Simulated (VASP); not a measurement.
# MgAu: convergence with the k-mesh and SCF threshold, part 2 of 3

A convergence test on MgAu: the k-mesh and SCF threshold. The atoms are off their equilibrium sites, so that forces can be compared too. The series runs use LDA. The atoms of the start are displaced at random from the sites of a Pm-3m cell.

VASP 6.6.1; LDA; plane waves and PAW (Mg, Au).

Still holding for the runs below: This run has no spin polarisation. Its electron count is odd, so without a moment it is a metal by construction.

So far. Step 7 (K-mesh: 8 8 8): Against the run before the energy moves by -13.55 meV an atom and the pressure by -0.03 GPa, after 11 cycles in 17 s.

The database entry behind the starting cell differs from later determinations by our own check (0.1 to 0.3 % short, probably kX units), so it need not match the best structure at ambient conditions.

### Step 8. K-mesh: 10 10 10

INCAR reads:

```
SYSTEM = MgAu
PREC = Accurate
ENCUT = 400
EDIFF = 1E-06
NELM = 100
ISMEAR = -1
SIGMA = 0.05
LREAL = .FALSE.
ALGO = Normal
GGA = CA
NBANDS = 12
LASPH = .TRUE.
LORBIT = 11
LWAVE = .FALSE.
LCHARG = .FALSE.
KPAR = 2
ISIF = 2
```

POSCAR reads:

```
MgAu
1.0
    3.2590000000      0.0000000000      0.0000000000
    0.0000000000      3.2590000000      0.0000000000
    0.0000000000      0.0000000000      3.2590000000
Mg Au
1 1
Direct
    0.5219470000      0.5221410000      0.4901230000
   -0.0075760000      0.0156050000      0.0001470000
```

KPOINTS reads:

```
Automatic mesh
0
Gamma
10 10 10
0 0 0
```

Potentials, in the order of the species: Mg and Au (PBE family, release 64).

Run with:

```bash
$ mpirun -np 2 vasp_std
```

The log of the run:

```text
[... set-up lines as in an earlier step ...]
 entering main loop
       N       E                     dE             d eps       ncg     rms          rms(c)
DAV:   1     0.371040792091E+02    0.37104E+02   -0.49725E+03 13532   0.720E+02
DAV:   2    -0.760597221823E+01   -0.44710E+02   -0.41582E+02 13736   0.156E+02
DAV:   3    -0.830585907517E+01   -0.69989E+00   -0.69809E+00 14628   0.184E+01
DAV:   4    -0.830830765680E+01   -0.24486E-02   -0.24484E-02 13332   0.133E+00
[...]
DAV:   9    -0.751728194340E+01    0.99052E-04   -0.30631E-04 14164   0.139E-01    0.540E-02
DAV:  10    -0.751727499995E+01    0.69435E-05   -0.20664E-05 13988   0.328E-02    0.536E-03
DAV:  11    -0.751727452759E+01    0.47236E-06   -0.11084E-06  8456   0.696E-03
   1 F= -.75172745E+01 E0= -.75153993E+01  d E =-.375044E-02
```

Run time: 32 s. Hardware: 2 MPI ranks of Intel Xeon Platinum 8259CL at 2.50GHz (Skylake/Cascade Lake), shared host; peak memory 0.54 GiB.

OUTCAR, selected parts (step 8):

```text
  Total       -0.6566786     -0.6167352     -0.6196495      0.0276569     -0.0096719     -0.0422893
  in kB      -30.3955772    -28.5467219    -28.6816158      1.2801490     -0.4476816     -1.9574400
  external PRESSURE =     -29.2079716 kB  Pullay stress =       0.0000000 kB

 POSITION                                       TOTAL-FORCE (eV/Angst)
 -----------------------------------------------------------------------------------
      1.70103      1.70166      1.59731        -0.295792     -0.067466      0.103281
      3.23431      0.05086      0.00048         0.295792      0.067466     -0.103281
 -----------------------------------------------------------------------------------
    total drift:                                0.000376      0.000026     -0.000130

  FREE ENERGIE OF THE ION-ELECTRON SYSTEM (eV)
  ---------------------------------------------------
  free  energy   TOTEN  =        -7.5172745276 eV

  energy  without entropy=       -7.5135240909  energy(sigma->0) =       -7.51539931

[... 1 part as in an earlier step ...]

[... 2 further parts left out ...]
[key lines of the parts left out:]
E-fermi :   6.6160
```

Against the run before the energy moves by -11.11 meV an atom and the pressure by -0.44 GPa, after 11 cycles in 32 s.

### Step 9. K-mesh: 13 13 13

INCAR is that of step 8.

POSCAR is that of step 8.

KPOINTS reads:

```
Automatic mesh
0
Gamma
13 13 13
0 0 0
```

Run with:

```bash
$ mpirun -np 2 vasp_std
```

The log of the run:

```text
[... set-up lines as in an earlier step ...]
 entering main loop
       N       E                     dE             d eps       ncg     rms          rms(c)
DAV:   1     0.376678005700E+02    0.37668E+02   -0.49546E+03 29136   0.720E+02
DAV:   2    -0.755100291292E+01   -0.45219E+02   -0.42088E+02 30012   0.156E+02
DAV:   3    -0.829814073048E+01   -0.74714E+00   -0.74522E+00 31840   0.189E+01
DAV:   4    -0.830075522453E+01   -0.26145E-02   -0.26144E-02 28948   0.137E+00
[...]
DAV:   9    -0.750394636199E+01    0.11073E-03   -0.30197E-04 30772   0.140E-01    0.558E-02
DAV:  10    -0.750393939377E+01    0.69682E-05   -0.20854E-05 30424   0.333E-02    0.524E-03
DAV:  11    -0.750393894946E+01    0.44431E-06   -0.10833E-06 18688   0.690E-03
   1 F= -.75039389E+01 E0= -.75011037E+01  d E =-.567054E-02
```

The job ended after 64 s (2 MPI ranks; peak memory 0.88 GiB).

From OUTCAR (step 9):

```text
  Total       -0.6518971     -0.6070291     -0.6102619      0.0271852     -0.0095025     -0.0415690
  in kB      -30.1742537    -28.0974567    -28.2470933      1.2583184     -0.4398385     -1.9240993
  external PRESSURE =     -28.8396013 kB  Pullay stress =       0.0000000 kB

 POSITION                                       TOTAL-FORCE (eV/Angst)
 -----------------------------------------------------------------------------------
      1.70103      1.70166      1.59731        -0.296519     -0.067666      0.103584
      3.23431      0.05086      0.00048         0.296519      0.067666     -0.103584
 -----------------------------------------------------------------------------------
    total drift:                                0.000345      0.000018     -0.000118

  FREE ENERGIE OF THE ION-ELECTRON SYSTEM (eV)
  ---------------------------------------------------
  free  energy   TOTEN  =        -7.5039389495 eV

  energy  without entropy=       -7.4982684080  energy(sigma->0) =       -7.50110368

[... 1 part as in an earlier step ...]

[... 2 further parts left out ...]
[key lines of the parts left out:]
E-fermi :   6.5754
```

Against the run before the energy moves by +7.15 meV an atom and the pressure by +0.04 GPa, after 11 cycles in 64 s.

### Step 10. The k-mesh series as a table

This step: convergence of LDA results with the mesh; plane waves and PAW (VASP 6.6.1).

No new run; the numbers come from the runs before.

Differences are taken from the run with 13 13 13. Results of the series, by row:

```tsv
setting	status	energy less the reference (meV/atom)	pressure (GPa)	largest force difference (meV/Å)	SCF cycles	wall time (s)
2 2 2	converged	562.2	-0.377	54.59	11	1.8
3 3 3	converged	160	-3.461	16.54	11	2.4
4 4 4	converged	-47.3	-1.39	47.35	11	4.2
5 5 5	converged	5.382	-2.226	0.253	11	5.6
6 6 6	converged	17.51	-2.455	2.91	11	8.4
8 8 8	converged	3.957	-2.483	3.887	11	17.4
10 10 10	converged	-7.148	-2.921	0.727	11	32
13 13 13	converged	0	-2.884	0	11	64
```

### Step 11. SCF threshold: EDIFF = 0.01

This step: LDA; plane waves and PAW (Mg, Au) (VASP 6.6.1).

EDIFF stops the electronic loop; forces need it tighter than energies do.

Changes to INCAR since step 9:

```diff
@@ -3,3 +3,3 @@
 ENCUT = 400
-EDIFF = 1E-06
+EDIFF = 0.01
 NELM = 100
```

POSCAR is that of step 9.

KPOINTS reads:

```
Automatic mesh
0
Gamma
7 7 7
0 0 0
```

Run with:

```bash
$ mpirun -np 2 vasp_std
```

The log of the run:

```text
[... set-up lines as in an earlier step ...]
 entering main loop
       N       E                     dE             d eps       ncg     rms          rms(c)
DAV:   1     0.368238349830E+02    0.36824E+02   -0.50105E+03  4600   0.722E+02
DAV:   2    -0.763211239045E+01   -0.44456E+02   -0.41113E+02  4664   0.155E+02
DAV:   3    -0.832685299729E+01   -0.69474E+00   -0.69332E+00  4956   0.184E+01
DAV:   4    -0.832925813639E+01   -0.24051E-02   -0.24050E-02  4320   0.132E+00
DAV:   5    -0.832929684140E+01   -0.38705E-04   -0.38705E-04  3356   0.163E-01    0.637E+00
DAV:   6    -0.757529444946E+01    0.75400E+00   -0.37312E+00  4388   0.164E+01    0.246E+00
DAV:   7    -0.754632115020E+01    0.28973E-01   -0.37186E-02  4476   0.190E+00    0.134E+00
DAV:   8    -0.753010201110E+01    0.16219E-01   -0.79371E-03  3560   0.587E-01    0.122E-01
DAV:   9    -0.753002533468E+01    0.76676E-04   -0.45539E-04  2088   0.176E-01
   1 F= -.75300253E+01 E0= -.75276129E+01  d E =-.482488E-02
```

It took 8.6 s on 2 MPI ranks; peak memory 0.32 GiB.

Parts of OUTCAR (step 11):

```text
   k-points           NKPTS =    172   k-points in BZ     NKDIM =    172   number of bands    NBANDS=     12

   NELECT =      13.0000    total number of electrons

 E-fermi :   6.6701

 k-point     1 :       0.0000    0.0000    0.0000
  band No.  band energies     occupation
    ...
      2       0.7620      2.00000
      3       0.7668      2.00000
      4       2.5361      2.00000
      5       2.5450      2.00000
      6       2.5453      2.00000
      7      11.9629      0.00000
      8      11.9699      0.00000
      9      11.9776      0.00000
     10      15.5852      0.00000
     11      15.5932      0.00000
    ...

  Total       -0.7685016     -0.7205879     -0.7240571      0.0284598     -0.0099346     -0.0435068
  in kB      -35.5715087    -33.3537325    -33.5143112      1.3173159     -0.4598423     -2.0137900
  external PRESSURE =     -34.1465174 kB  Pullay stress =       0.0000000 kB

 POSITION                                       TOTAL-FORCE (eV/Angst)
 -----------------------------------------------------------------------------------
      1.70103      1.70166      1.59731        -0.296979     -0.067789      0.103769
      3.23431      0.05086      0.00048         0.296979      0.067789     -0.103769
 -----------------------------------------------------------------------------------
    total drift:                                0.001164      0.000201     -0.000401

  FREE ENERGIE OF THE ION-ELECTRON SYSTEM (eV)
  ---------------------------------------------------
  free  energy   TOTEN  =        -7.5300253347 eV

  energy  without entropy=       -7.5252004521  energy(sigma->0) =       -7.52761289

[... 6 parts as in an earlier step ...]

[... 10 further parts left out ...]
```

The k-mesh is coarse for a metal.

Numbers from this step:

```yaml
scf_cycles: 9
irreducible_k_points: 172
free_energy_toten: -7.530 eV
energy_at_zero_smearing: -7.528 eV
fermi_energy: 6.670 eV
pressure: -3.415 GPa
```

The series starts at -3.7638 eV an atom and -3.41 GPa, after 9 cycles in 8.6 s.

### Step 12. SCF threshold: EDIFF = 0.001

Changes to INCAR since step 11:

```diff
@@ -3,3 +3,3 @@
 ENCUT = 400
-EDIFF = 0.01
+EDIFF = 0.001
 NELM = 100
```

POSCAR is that of step 11.

KPOINTS is that of step 11.

Run with:

```bash
$ mpirun -np 2 vasp_std
```

The log of the run:

```text
[... set-up lines as in an earlier step ...]
 entering main loop
       N       E                     dE             d eps       ncg     rms          rms(c)
[... 3 cycles as in an earlier step ...]
DAV:   4    -0.832928165407E+01   -0.24287E-02   -0.24285E-02  4544   0.132E+00
DAV:   5    -0.832930161453E+01   -0.19960E-04   -0.19960E-04  3612   0.131E-01    0.637E+00
DAV:   6    -0.757528966198E+01    0.75401E+00   -0.37309E+00  4404   0.164E+01    0.246E+00
DAV:   7    -0.754632065198E+01    0.28969E-01   -0.37227E-02  4492   0.190E+00    0.134E+00
DAV:   8    -0.753012106762E+01    0.16200E-01   -0.81269E-03  4676   0.587E-01    0.124E-01
DAV:   9    -0.753002624166E+01    0.94826E-04   -0.26715E-04  2312   0.132E-01
   1 F= -.75300262E+01 E0= -.75276138E+01  d E =-.482484E-02
```

Run time: 8.6 s. Hardware: 2 MPI ranks; peak memory 0.32 GiB; 16 s of CPU time.

OUTCAR, selected parts (step 12):

```text
  Total       -0.7743096     -0.7262384     -0.7297231      0.0284450     -0.0099294     -0.0434823
  in kB      -35.8403433    -33.6152804    -33.7765752      1.3166285     -0.4595993     -2.0126572
  external PRESSURE =     -34.4107330 kB  Pullay stress =       0.0000000 kB

 POSITION                                       TOTAL-FORCE (eV/Angst)
 -----------------------------------------------------------------------------------
      1.70103      1.70166      1.59731        -0.297022     -0.067794      0.103775
      3.23431      0.05086      0.00048         0.297022      0.067794     -0.103775
 -----------------------------------------------------------------------------------
    total drift:                                0.000450      0.000037     -0.000143

  FREE ENERGIE OF THE ION-ELECTRON SYSTEM (eV)
  ---------------------------------------------------
  free  energy   TOTEN  =        -7.5300262417 eV

  energy  without entropy=       -7.5252013977  energy(sigma->0) =       -7.52761382

[... 2 parts as in an earlier step ...]

[... 1 further part left out ...]
[key lines of the parts left out:]
E-fermi :   6.6701
```

Against the run before the energy stays within 0.01 meV an atom; the pressure moves by -0.03 GPa, after 9 cycles in 8.6 s.

### Step 13. SCF threshold: EDIFF = 1E-04

Changes to INCAR since step 12:

```diff
@@ -3,3 +3,3 @@
 ENCUT = 400
-EDIFF = 0.001
+EDIFF = 1E-04
 NELM = 100
```

POSCAR is that of step 12.

KPOINTS is that of step 12.

Run with:

```bash
$ mpirun -np 2 vasp_std
```

The log of the run:

```text
[... set-up lines as in an earlier step ...]
 entering main loop
       N       E                     dE             d eps       ncg     rms          rms(c)
[... 4 cycles as in an earlier step ...]
DAV:   5    -0.832930353036E+01   -0.21876E-04   -0.21876E-04  4792   0.131E-01    0.637E+00
DAV:   6    -0.757528893442E+01    0.75401E+00   -0.37315E+00  4404   0.164E+01    0.246E+00
DAV:   7    -0.754632079162E+01    0.28968E-01   -0.37267E-02  4492   0.190E+00    0.134E+00
DAV:   8    -0.753012116586E+01    0.16200E-01   -0.81293E-03  4676   0.587E-01    0.124E-01
DAV:   9    -0.753002738399E+01    0.93782E-04   -0.27892E-04  4720   0.132E-01
   1 F= -.75300274E+01 E0= -.75276150E+01  d E =-.482484E-02
```

Wall time 9.4 s (2 MPI ranks); peak memory 0.33 GiB.

From OUTCAR (step 13):

```text
  Total       -0.7725964     -0.7245129     -0.7279863      0.0284388     -0.0099281     -0.0434754
  in kB      -35.7610432    -33.5354081    -33.6961845      1.3163440     -0.4595393     -2.0123404
  external PRESSURE =     -34.3308786 kB  Pullay stress =       0.0000000 kB

 POSITION                                       TOTAL-FORCE (eV/Angst)
 -----------------------------------------------------------------------------------
      1.70103      1.70166      1.59731        -0.295641     -0.067488      0.103303
      3.23431      0.05086      0.00048         0.295641      0.067488     -0.103303
 -----------------------------------------------------------------------------------
    total drift:                               -0.002036     -0.000509      0.000705

  FREE ENERGIE OF THE ION-ELECTRON SYSTEM (eV)
  ---------------------------------------------------
  free  energy   TOTEN  =        -7.5300273840 eV

  energy  without entropy=       -7.5252025398  energy(sigma->0) =       -7.52761496

[... 2 parts as in an earlier step ...]

[... 1 further part left out ...]
[key lines of the parts left out:]
E-fermi :   6.6701
```

Against the run before the energy stays within 0.01 meV an atom; the pressure moves by +0.01 GPa, after 9 cycles in 9.4 s.

### Step 14. SCF threshold: EDIFF = 1E-05

Changes to INCAR since step 13:

```diff
@@ -3,3 +3,3 @@
 ENCUT = 400
-EDIFF = 1E-04
+EDIFF = 1E-05
 NELM = 100
```

POSCAR is that of step 13.

KPOINTS is that of step 13.

Run with:

```bash
$ mpirun -np 2 vasp_std
```

The log of the run:

```text
[... set-up lines as in an earlier step ...]
 entering main loop
       N       E                     dE             d eps       ncg     rms          rms(c)
[... 4 cycles as in an earlier step ...]
DAV:   5    -0.832930371357E+01   -0.22059E-04   -0.22060E-04  5024   0.131E-01    0.637E+00
DAV:   6    -0.757528864285E+01    0.75402E+00   -0.37316E+00  4404   0.164E+01    0.246E+00
DAV:   7    -0.754632083022E+01    0.28968E-01   -0.37275E-02  4492   0.190E+00    0.134E+00
DAV:   8    -0.753012118656E+01    0.16200E-01   -0.81297E-03  4676   0.587E-01    0.124E-01
DAV:   9    -0.753002740704E+01    0.93780E-04   -0.27921E-04  4764   0.132E-01    0.507E-02
DAV:  10    -0.753002076772E+01    0.66393E-05   -0.17733E-05  3160   0.324E-02
   1 F= -.75300208E+01 E0= -.75276085E+01  d E =-.482460E-02
```

The job ended after 10 s (2 MPI ranks; peak memory 0.33 GiB).

Parts of OUTCAR (step 14):

```text
  Total       -0.7494828     -0.7045402     -0.7077960      0.0282386     -0.0098595     -0.0431872
  in kB      -34.6911877    -32.6109375    -32.7616374      1.3070732     -0.4563631     -1.9989985
  external PRESSURE =     -33.3545876 kB  Pullay stress =       0.0000000 kB

 POSITION                                       TOTAL-FORCE (eV/Angst)
 -----------------------------------------------------------------------------------
      1.70103      1.70166      1.59731        -0.294588     -0.067253      0.102943
      3.23431      0.05086      0.00048         0.294588      0.067253     -0.102943
 -----------------------------------------------------------------------------------
    total drift:                               -0.001430     -0.000368      0.000482

  FREE ENERGIE OF THE ION-ELECTRON SYSTEM (eV)
  ---------------------------------------------------
  free  energy   TOTEN  =        -7.5300207677 eV

  energy  without entropy=       -7.5251961683  energy(sigma->0) =       -7.52760847

[... 2 parts as in an earlier step ...]

[... 1 further part left out ...]
[key lines of the parts left out:]
E-fermi :   6.6693
```

Against the run before the energy stays within 0.01 meV an atom; the pressure moves by +0.10 GPa, after 10 cycles in 10 s.

(Part 2 of 3 ends here.)

[Lines on the potential files, build, host, timing and source positions are cut from VASP's logs without a mark.]

[Logs are printed without paths, hosts, clocks, repeated set-up lines and the standing remarks that a program may print on its own settings, such as how far it seeks lower states.]

[Hosts, paths, dates, database ids (printed as entryN), source tags and the programs' standing remarks are cut or masked in the printed files.]

[A measured line is paired with the nearest computed mode of its activity, which favours agreement.]
